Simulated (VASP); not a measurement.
```xyz
2
Lattice="0.0000 2.4491 2.4491 2.4491 0.0000 2.4491 2.4491 2.4491 0.0000" Properties=species:S:1:pos:R:3 pbc="T T T"
Y      0.0000     0.0000     0.0000
N      2.4491     2.4491     2.4491
```

These are modified Becke-Johnson potential (mBJ) with spin-orbit coupling, VASP's PBE PAW potentials (set 64) (plane waves; VASP) values and carry that method's errors. Settings: 450 eV cut-off, 8×8×8 Γ-centred mesh, Gaussian smearing of 0.050 eV, potentials Y_sv N.

mBJ is a potential without an energy functional, so only the levels count.

Task: Give the energies of bands 11 to 23 at the high-symmetry points, in eV from the valence-band maximum.

Result: 
```json
[
 {"band": "11", "Γ": "-0.05", "X": "-1.34", "U": "-1.94", "L": "-3.62", "W": "-2.07"},
 {"band": "12", "Γ": "-0.05", "X": "-1.34", "U": "-1.94", "L": "-3.62", "W": "-2.07"},
 {"band": "13", "Γ": "0.00", "X": "-0.41", "U": "-1.40", "L": "-2.21", "W": "-1.38"},
 {"band": "14", "Γ": "0.00", "X": "-0.41", "U": "-1.40", "L": "-2.21", "W": "-1.38"},
 {"band": "15", "Γ": "0.00", "X": "-0.33", "U": "-1.29", "L": "-2.21", "W": "-1.27"},
 {"band": "16", "Γ": "0.00", "X": "-0.33", "U": "-1.29", "L": "-2.21", "W": "-1.27"},
 {"band": "17", "Γ": "3.70", "X": "1.10", "U": "3.16", "L": "6.27", "W": "4.61"},
 {"band": "18", "Γ": "3.70", "X": "1.10", "U": "3.16", "L": "6.27", "W": "4.61"},
 {"band": "19", "Γ": "3.70", "X": "6.79", "U": "6.82", "L": "6.72", "W": "4.65"},
 {"band": "20", "Γ": "3.70", "X": "6.79", "U": "6.82", "L": "6.72", "W": "4.65"},
 {"band": "21", "Γ": "3.76", "X": "7.43", "U": "7.33", "L": "6.76", "W": "7.37"},
 {"band": "22", "Γ": "3.76", "X": "7.43", "U": "7.33", "L": "6.76", "W": "7.37"},
 {"band": "23", "Γ": "5.26", "X": "8.06", "U": "7.84", "L": "8.01", "W": "8.10"}
]
```

The gap is indirect, 1.10 eV, from the valence maximum at Γ to the conduction minimum at X.

The compound is YN in the rock salt structure. It was relaxed first. The cell's shape comes from a PBE relaxation.
